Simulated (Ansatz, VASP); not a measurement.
# MoS2 in two plane-wave programs, part 3 of 3

One calculation is typed for both programs; each brings its own data sets. How far apart do they land? The cell is taken from a series of runs on this material, whose earlier steps may have relaxed, scaled, displaced or heated it; both programs get it as it stands.

VASP 6.6.1 and Ansatz 0.2.0.

So far: The structure; Ansatz: zone-centre phonons, PBEsol; VASP: zone-centre phonons, PBEsol.

**3. VASP: zone-centre phonons, PBEsol (continued)**

Level of this step: PBEsol, no spin polarisation; plane waves and PAW (Mo_sv, S) (VASP).

Numbers of over 12 decimals in the logs are rounded to 6 here.

OUTCAR, selected parts (step 3):

```text
ion  position               nearest neighbor table
   1  0.333  0.667  0.250-   4 2.39   6 2.39   4 2.39   6 2.39   4 2.39   6 2.39
   2  0.667  0.333  0.750-   3 2.39   5 2.39   3 2.39   5 2.39   3 2.39   5 2.39
   3  0.333  0.667  0.626-   2 2.39   2 2.39   2 2.39
   4  0.667  0.333  0.126-   1 2.39   1 2.39   1 2.39
   5  0.333  0.667  0.874-   2 2.39   2 2.39   2 2.39
   6  0.667  0.333  0.374-   1 2.39   1 2.39   1 2.39

  LATTYP: Found a hexagonal cell.
 ALAT       =     3.1415003403
 C/A-ratio  =     4.0049034090

 Subroutine GETGRP returns: Found 24 space group operations
 (whereof 12 operations were pure point group operations)

The static configuration has the point symmetry D_3d.
 The point group associated with its full space group is D_6h.

 Found     24 irreducible k-points:

   k-points           NKPTS =     24   k-points in BZ     NKDIM =     24   number of bands    NBANDS=     32

   dimension x,y,z NGX =    24 NGY =   24 NGZ =   96
   dimension x,y,z NGXF=    48 NGYF=   48 NGZF=  192

   ENCUT  =  500.0 eV  36.75 Ry    6.06 a.u.   5.73  5.73 22.94*2*pi/ulx,y,z

   NELECT =      52.0000    total number of electrons

 k-points in reciprocal lattice and weights: Automatic mesh
   0.00000000  0.00000000  0.00000000       0.006
   0.11111111  0.00000000  0.00000000       0.037
   0.22222222  0.00000000  0.00000000       0.037
   0.33333333  0.00000000  0.00000000       0.037
   0.44444444  0.00000000  0.00000000       0.037
   0.11111111  0.11111111  0.00000000       0.037
   0.22222222  0.11111111  0.00000000       0.074
   0.33333333  0.11111111  0.00000000       0.074
   0.44444444  0.11111111  0.00000000       0.037
[...]
0.33333333  0.22222222  0.50000000       0.074
   0.33333333  0.33333333  0.50000000       0.012

 average (electrostatic) potential at core
       1 -74.5727       2 -74.5727       3 -84.5874       4 -84.5874       5 -84.5874
       6 -84.5874

  Total       -0.0114017     -0.0114017     -0.0258548     -0.0000000      0.0000000      0.0000000
  in kB       -0.1698809     -0.1698809     -0.3852272     -0.0000000      0.0000000      0.0000000
  external PRESSURE =      -0.2416630 kB  Pullay stress =       0.0000000 kB

  energy-cutoff  :      500.00
  volume of cell :      107.53
      direct lattice vectors                 reciprocal lattice vectors
     3.141500340  0.000000000  0.000000000     0.318319240  0.183781699  0.000000000
    -1.570750170  2.720619101  0.000000000     0.000000000  0.367563398  0.000000000
     0.000000000  0.000000000 12.581405422     0.000000000  0.000000000  0.079482376

 POSITION                                       TOTAL-FORCE (eV/Angst)
[...]
2     0.00000     0.54872     0.00000
    3    -0.00000    -0.00000     0.29608

 Eigenvectors and eigenvalues of the dynamical matrix
 ----------------------------------------------------

   1 f  =   14.115833 THz    88.692397 2PiTHz  470.853518 cm-1    58.378370 meV
             X         Y         Z           dx          dy          dz
     -0.000000  1.813746  3.145351    -0.000000    0.000000   -0.444971
      1.570750  0.906873  9.436054    -0.000000   -0.000000    0.444971
     -0.000000  1.813746  7.876951     0.000000    0.000000   -0.388588
      1.570750  0.906873  1.586248     0.000000   -0.000000    0.388588
     -0.000000  1.813746 10.995157     0.000000   -0.000000   -0.388588
      1.570750  0.906873  4.704454     0.000000   -0.000000    0.388588

   2 f  =   14.035584 THz    88.188178 2PiTHz  468.176701 cm-1    58.046487 meV
             X         Y         Z           dx          dy          dz
     -0.000000  1.813746  3.145351     0.000000   -0.000000    0.447621
      1.570750  0.906873  9.436054    -0.000000   -0.000000    0.447621
     -0.000000  1.813746  7.876951     0.000000    0.000000   -0.387063
      1.570750  0.906873  1.586248    -0.000000    0.000000   -0.387063
     -0.000000  1.813746 10.995157     0.000000   -0.000000   -0.387063
      1.570750  0.906873  4.704454    -0.000000    0.000000   -0.387063

   3 f  =   12.176544 THz    76.507480 2PiTHz  406.165778 cm-1    50.358116 meV
             X         Y         Z           dx          dy          dz
     -0.000000  1.813746  3.145351     0.000000   -0.000000   -0.000000
      1.570750  0.906873  9.436054    -0.000000    0.000000   -0.000000
     -0.000000  1.813746  7.876951     0.000000   -0.000000   -0.500000
      1.570750  0.906873  1.586248    -0.000000    0.000000   -0.500000
     -0.000000  1.813746 10.995157     0.000000   -0.000000    0.500000
      1.570750  0.906873  4.704454    -0.000000    0.000000    0.500000

   4 f  =   12.145731 THz    76.313880 2PiTHz  405.137984 cm-1    50.230686 meV
             X         Y         Z           dx          dy          dz
     -0.000000  1.813746  3.145351     0.000000   -0.000000   -0.000000
      1.570750  0.906873  9.436054     0.000000   -0.000000    0.000000
     -0.000000  1.813746  7.876951    -0.000000    0.000000    0.500000
      1.570750  0.906873  1.586248    -0.000000    0.000000   -0.500000
     -0.000000  1.813746 10.995157    -0.000000    0.000000   -0.500000
      1.570750  0.906873  4.704454    -0.000000    0.000000    0.500000

   5 f  =   11.526185 THz    72.421156 2PiTHz  384.472144 cm-1    47.668449 meV
             X         Y         Z           dx          dy          dz
     -0.000000  1.813746  3.145351    -0.307791   -0.325122    0.000000
      1.570750  0.906873  9.436054    -0.307791   -0.325122   -0.000000
     -0.000000  1.813746  7.876951     0.266067    0.281049    0.000000
      1.570750  0.906873  1.586248     0.266067    0.281049   -0.000000
     -0.000000  1.813746 10.995157     0.266067    0.281049   -0.000000
      1.570750  0.906873  4.704454     0.266067    0.281049    0.000000

   6 f  =   11.526185 THz    72.421156 2PiTHz  384.472144 cm-1    47.668449 meV
             X         Y         Z           dx          dy          dz
     -0.000000  1.813746  3.145351    -0.325122    0.307791    0.000000
      1.570750  0.906873  9.436054    -0.325122    0.307791    0.000000
     -0.000000  1.813746  7.876951     0.281049   -0.266067    0.000000
      1.570750  0.906873  1.586248     0.281049   -0.266067   -0.000000
     -0.000000  1.813746 10.995157     0.281049   -0.266067   -0.000000
      1.570750  0.906873  4.704454     0.281049   -0.266067    0.000000

   7 f  =   11.522805 THz    72.399920 2PiTHz  384.359408 cm-1    47.654472 meV
             X         Y         Z           dx          dy          dz
     -0.000000  1.813746  3.145351    -0.307304   -0.324606    0.000000
      1.570750  0.906873  9.436054     0.307304    0.324606   -0.000000
     -0.000000  1.813746  7.876951    -0.266350   -0.281346   -0.000000
      1.570750  0.906873  1.586248     0.266350    0.281346   -0.000000
     -0.000000  1.813746 10.995157    -0.266350   -0.281346    0.000000
      1.570750  0.906873  4.704454     0.266350    0.281346    0.000000

   8 f  =   11.522805 THz    72.399920 2PiTHz  384.359408 cm-1    47.654472 meV
             X         Y         Z           dx          dy          dz
     -0.000000  1.813746  3.145351     0.324606   -0.307304   -0.000000
      1.570750  0.906873  9.436054    -0.324606    0.307304    0.000000
     -0.000000  1.813746  7.876951     0.281346   -0.266350    0.000000
      1.570750  0.906873  1.586248    -0.281346    0.266350    0.000000
     -0.000000  1.813746 10.995157     0.281346   -0.266350   -0.000000
      1.570750  0.906873  4.704454    -0.281346    0.266350   -0.000000

   9 f  =    8.573172 THz    53.866828 2PiTHz  285.970233 cm-1    35.455774 meV
             X         Y         Z           dx          dy          dz
     -0.000000  1.813746  3.145351    -0.000000   -0.000000    0.000000
      1.570750  0.906873  9.436054     0.000000    0.000000   -0.000000
     -0.000000  1.813746  7.876951    -0.343744   -0.363098    0.000000
      1.570750  0.906873  1.586248    -0.343744   -0.363098    0.000000
     -0.000000  1.813746 10.995157     0.343744    0.363098   -0.000000
      1.570750  0.906873  4.704454     0.343744    0.363098    0.000000

  10 f  =    8.573172 THz    53.866828 2PiTHz  285.970233 cm-1    35.455774 meV
             X         Y         Z           dx          dy          dz
     -0.000000  1.813746  3.145351     0.000000   -0.000000   -0.000000
      1.570750  0.906873  9.436054    -0.000000    0.000000   -0.000000
     -0.000000  1.813746  7.876951     0.363098   -0.343744   -0.000000
      1.570750  0.906873  1.586248     0.363098   -0.343744    0.000000
     -0.000000  1.813746 10.995157    -0.363098    0.343744    0.000000
      1.570750  0.906873  4.704454    -0.363098    0.343744   -0.000000

  11 f  =    8.521727 THz    53.543591 2PiTHz  284.254220 cm-1    35.243016 meV
             X         Y         Z           dx          dy          dz
     -0.000000  1.813746  3.145351     0.000000    0.000000   -0.000000
      1.570750  0.906873  9.436054     0.000000   -0.000000   -0.000000
     -0.000000  1.813746  7.876951    -0.343746   -0.363096    0.000000
      1.570750  0.906873  1.586248     0.343746    0.363096   -0.000000
     -0.000000  1.813746 10.995157     0.343746    0.363096   -0.000000
      1.570750  0.906873  4.704454    -0.343746   -0.363096   -0.000000

  12 f  =    8.521727 THz    53.543591 2PiTHz  284.254220 cm-1    35.243016 meV
             X         Y         Z           dx          dy          dz
     -0.000000  1.813746  3.145351    -0.000000    0.000000    0.000000
      1.570750  0.906873  9.436054    -0.000000   -0.000000   -0.000000
     -0.000000  1.813746  7.876951     0.363096   -0.343746   -0.000000
      1.570750  0.906873  1.586248    -0.363096    0.343746   -0.000000
     -0.000000  1.813746 10.995157    -0.363096    0.343746    0.000000
      1.570750  0.906873  4.704454     0.363096   -0.343746    0.000000

  13 f  =    1.024875 THz     6.439477 2PiTHz   34.186137 cm-1     4.238539 meV
             X         Y         Z           dx          dy          dz
     -0.000000  1.813746  3.145351     0.000000    0.000000    0.549546
      1.570750  0.906873  9.436054    -0.000000   -0.000000   -0.549546
     -0.000000  1.813746  7.876951    -0.000000   -0.000000   -0.314642
      1.570750  0.906873  1.586248     0.000000    0.000000    0.314642
     -0.000000  1.813746 10.995157    -0.000000   -0.000000   -0.314642
      1.570750  0.906873  4.704454     0.000000    0.000000    0.314642
    [... 43 further lines ...]
     -0.000000  1.813746 10.995157    -0.006724    0.316503   -0.000000
      1.570750  0.906873  4.704454    -0.006724    0.316503   -0.000000

 MACROSCOPIC STATIC DIELECTRIC TENSOR IONIC CONTRIBUTION
 ------------------------------------------------------
           0.193949     0.000000    -0.000000
           0.000000     0.193949    -0.000000
          -0.000000    -0.000000     0.038087
 ------------------------------------------------------

 ELASTIC MODULI CONTR FROM IONIC RELAXATION (kBar)
 Direction    XX          YY          ZZ          XY          YZ          ZX
 --------------------------------------------------------------------------------
 XX        -409.8515   -258.7622   -947.8822     -0.0000      0.0000      0.0000
 YY        -258.7622   -409.8515   -947.8822     -0.0000     -0.0000      0.0000
 ZZ        -947.8822   -947.8822  -2687.5925     -0.0000      0.0000      0.0000
 XY          -0.0000     -0.0000     -0.0000    -75.5446      0.0000     -0.0000
 YZ           0.0000     -0.0000      0.0000      0.0000  -1415.3170     -0.0000
 ZX           0.0000     -0.0000      0.0000     -0.0000     -0.0000  -1124.9991
 --------------------------------------------------------------------------------

 PIEZOELECTRIC TENSOR IONIC CONTR  for field in x, y, z        (C/m^2)
          XX          YY          ZZ          XY          YZ          ZX
  --------------------------------------------------------------------------------
  x     0.00000    -0.00000     0.00000     0.00000     0.00000     0.00000
  y     0.00000     0.00000     0.00000     0.00000     0.00000     0.00000
  z    -0.00000    -0.00000    -0.00000     0.00000     0.00000    -0.00000
```

This run has no spin polarisation, so a moment on Mo, if there is one, isn't seen. The dielectric response converges more slowly with the mesh than energies do, so tensor and charges may still move on a finer one.

**4. Differences**

Known differences besides the potentials themselves: fixed occupations in Ansatz, narrow Gaussian smearing in VASP; VASP's response is taken on the typed mesh, Ansatz refines its own for the field response alone; the cutoff is 420 eV in Ansatz and 500 eV in VASP; Ansatz makes its cores anew for this functional, VASP keeps those of its PBE data sets. Total energies have different zeros and are not compared.

The two programs side by side:

```
                                     quantity  Ansatz   VASP  difference
                                        ε∞ xx   14.78  14.80     -0.13 %
                                        ε∞ yy   14.78  14.80     -0.13 %
                                        ε∞ zz    6.01   6.02     -0.19 %
Born charge of Mo1 (mean of the diagonal) (e)   -0.96  -0.93       -0.03
 Born charge of S3 (mean of the diagonal) (e)    0.48   0.46       +0.01
                   optical mode 1 to 2 (cm⁻¹)    25.2   25.7        -0.5
                        optical mode 3 (cm⁻¹)    34.5   34.2        +0.3
                   optical mode 4 to 5 (cm⁻¹)   284.6  284.3     +0.14 %
                   optical mode 6 to 7 (cm⁻¹)   286.0  286.0     +0.00 %
                  optical mode 8 to 11 (cm⁻¹)   384.6  384.4     +0.07 %
                       optical mode 12 (cm⁻¹)   405.2  405.1     +0.02 %
                       optical mode 13 (cm⁻¹)   406.6  406.2     +0.11 %
                       optical mode 14 (cm⁻¹)   467.9  468.2     -0.07 %
                       optical mode 15 (cm⁻¹)   469.9  470.9     -0.20 %
```

Modes are paired by rising frequency, not by their patterns, so a pair may set unlike modes beside each other; they are those without the splitting of longitudinal modes.

**5. Results**

```json
{
 "r.m.s. difference of the optical zone-centre modes, each program's sorted by frequency (zone-centre phonons, PBEsol)": "0.39 cm⁻¹"
}
```

In words: The r.m.s. difference of the optical zone-centre modes, each program's sorted by frequency is 0.39 cm⁻¹ (zone-centre phonons, PBEsol). Such differences can come from data sets, numerical settings and the points named under the comparisons, not from the functional's error against experiment.

[Lines on the potential files, build, host, timing and source positions are cut from VASP's logs without a mark.]

[Logs are printed without paths, hosts, clocks, repeated set-up lines and the standing remarks that a program may print on its own settings, such as how far it seeks lower states.]

[Hosts, paths, dates, database ids (printed as entryN), source tags and the programs' standing remarks are cut or masked in the printed files.]
